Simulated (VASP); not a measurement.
A VASP calculation is set up with these files.

**INCAR**
```
# general
SYSTEM  = TiSb
PREC    = Accurate
ENCUT   = 300
LREAL   = .FALSE.
LASPH   = .TRUE.

# electronic loop
EDIFF   = 1E-6
NELM    = 100
ALGO    = Normal
LMAXMIX = 4   # l cut-off of mixed one-centre charges

# smearing
ISMEAR  = -1
SIGMA   = 0.136   # width (eV)

# ions
ISIF    = 2   # forces and stress, cell fixed

# output
LWAVE   = .FALSE.
LCHARG  = .FALSE.
```

File POSCAR:
```
TiSb
1
    4.6707090000     0.0000000000     0.0000000000
    0.0000000000     4.6707090000     0.0000000000
    0.0000000000     0.0000000000    16.7873680000
Ti Sb
2 2
Direct
  0.5000000000   0.0000000000   0.5830200000
  0.0000000000   0.5000000000   0.4169800000
  0.0000000000   0.0000000000   0.5000000000
  0.5000000000   0.5000000000   0.5000000000
```

File KPOINTS:
```
kpoints
0
Gamma
 3 3 1
0 0 0
```

POTCAR, in this order: Ti_sv Sb (LDA.64 set). Program: vasp_std.

Task: Write an equivalent input for Quantum ESPRESSO's pw.x.

Result: One equivalent input (not run):
```
&CONTROL
  calculation = 'scf'
  pseudo_dir = './pseudo'
  outdir = './out'
  tprnfor = .true.
  tstress = .true.
/
&SYSTEM
  ibrav = 0
  nat = 4
  ntyp = 2
  ecutwfc = 84
  occupations = 'smearing'
  smearing = 'fermi-dirac'
  degauss = 0.009996
  input_dft = 'pz'
/
&ELECTRONS
  conv_thr = 7.3e-08
  electron_maxstep = 100
/
ATOMIC_SPECIES
  Ti 47.867 Ti.upf
  Sb 121.760 Sb.upf
CELL_PARAMETERS angstrom
     4.6707090    0.0000000    0.0000000
     0.0000000    4.6707090    0.0000000
     0.0000000    0.0000000   16.7873680
ATOMIC_POSITIONS crystal
  Ti   0.5000000  0.0000000  0.5830200
  Ti   0.0000000  0.5000000  0.4169800
  Sb   0.0000000  0.0000000  0.5000000
  Sb   0.5000000  0.5000000  0.5000000
K_POINTS automatic
  3 3 1 0 0 0
```
What does not carry over: the potentials are each code's own (VASP's PAW set, PseudoDojo norm-conserving files in pw.x), so ENCUT and ecutwfc are chosen apart and not converted; conv_thr bounds pw.x's estimated SCF error, while EDIFF bounds the energy change between steps.

The cell is a sheet with vacuum, built from a generated structure.
